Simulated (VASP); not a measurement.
These are PBE GGA with D3 dispersion (Becke-Johnson damping), VASP's PBE PAW potentials (set 64) (plane waves; VASP) values and carry that method's errors.

VASP ran on this input.

**KPOINTS**
```
Regular mesh
0
G
  8 8 8
0 0 0
```

File POSCAR:
```
NaI
1
    0.0000000000     3.1834681224     3.1834681224
    3.1834681224     0.0000000000     3.1834681224
    3.1834681224     3.1834681224     0.0000000000
Na I
1 1
Direct
  0.0000000000   0.0000000000   0.0000000000
  0.5000000000   0.5000000000   0.5000000000
```

### INCAR
```
LORBIT  =  11   # lm-projected
ISMEAR  =  -5   # tetrahedra, Bloechl
LREAL  =  .False.   # projection in real space or not
LWAVE  =  .False.
LASPH  =  .True.   # aspherical one-centre terms
EDIFF  =  1E-7   # SCF stop (eV)
ENCUT  =  520   # plane-wave cut-off (eV)
NEDOS  =  601   # DOS grid
LCHARG  =  .True.
IVDW  =  12   # D3, Becke-Johnson
GGA  =  PE   # PBE
LMAXMIX  =  4
PREC  =  Accurate
ALGO  =  Normal
NELM  =  100   # most electronic steps
ISIF  =  2   # forces and stress, cell fixed
SYSTEM  =  NaI
```

POTCAR, in this order: Na_pv I (PBE.64 set). Program: vasp_std.

Unless said otherwise, spin-orbit coupling is left out, though it shifts the bands of the heavy elements here.

Problem. Predict the energy per atom (σ→0), dispersion energy, band gap (on the k-mesh).

Solution. 
```json
{
 "energy per atom (σ→0)": "-2.950 eV/atom",
 "dispersion_energy": "-0.533 eV",
 "band gap (on the k-mesh)": "3.78 eV"
}
```

**OSZICAR**
```
...
DAV:   7    -0.536501496972E+01    0.78889E-02   -0.68250E-02   734   0.166E+00    0.583E-01
DAV:   8    -0.536684659938E+01   -0.18316E-02   -0.46586E-03   671   0.677E-01    0.148E-01
DAV:   9    -0.536681637676E+01    0.30223E-04   -0.13840E-04   728   0.134E-01    0.372E-02
DAV:  10    -0.536682960350E+01   -0.13227E-04   -0.36275E-05   737   0.779E-02    0.691E-03
DAV:  11    -0.536682976778E+01   -0.16428E-06   -0.43048E-06   701   0.253E-02    0.237E-03
DAV:  12    -0.536682996301E+01   -0.19523E-06   -0.53079E-07   713   0.586E-03    0.107E-03
DAV:  13    -0.536683001212E+01   -0.49113E-07   -0.92270E-09   451   0.113E-03
   1 F= -.59001072E+01 E0= -.59001072E+01  d E =0.000000E+00
```

The compound is NaI in the rock salt structure. It was relaxed first.
